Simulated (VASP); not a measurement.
Here is the system:

```xyz
3
Lattice="1.9050 -3.2996 0.0000 1.9050 3.2996 0.0000 0.0000 0.0000 4.9208" Properties=species:S:1:pos:R:3 pbc="T T T"
Pt     1.9050     3.2996     0.0000
Se     1.9050     1.0999     1.2971
Se     1.9050    -1.0999     3.6236
```

Calculation: vdW-DF-cx, VASP's PBE PAW potentials (set 64) (plane waves; VASP). Numerical set-up: 520 eV cut-off, 9×9×6 Γ-centred mesh, first-order Methfessel-Paxton smearing of 0.10 eV, potentials Pt Se.

Q: The ions and cell shape at fixed volume are relaxed. Give the cell that the relaxation ends in.

A: 
```xyz
3
Lattice="1.8874 -3.2691 0.0000 1.8874 3.2691 0.0000 0.0000 0.0000 5.0129" Properties=species:S:1:pos:R:3 pbc="T T T"
Pt     1.8874     3.2691     0.0000
Se     1.8874     1.0897     1.2907
Se     1.8874    -1.0897     3.7222
```
Space group P-3m1 (164), at a tolerance of 0.03 Å.

Q: How much energy does the relaxation gain?

A: The energy (σ→0) changes by -4.6 meV/atom, in 6 ionic steps.

```
step  E(σ→0) (eV)  max force (eV/Å)  pressure (GPa)  volume (Å³)
----  -----------  ----------------  --------------  -----------
1         -9.1269             0.287           -3.59        61.86
2         -9.1354             0.151           -2.69        61.86
3         -9.1397             0.028           -1.49        61.86
4         -9.1398             0.043           -1.38        61.86
5         -9.1404             0.018           -1.33        61.86
6         -9.1405             0.000           -1.29        61.86
```

The compound is PtSe2 in the 1T layered structure. This cell is one point of a volume scan, at 1.03 of the reference volume. Symmetry was kept, so distortions that lower it aren't found.
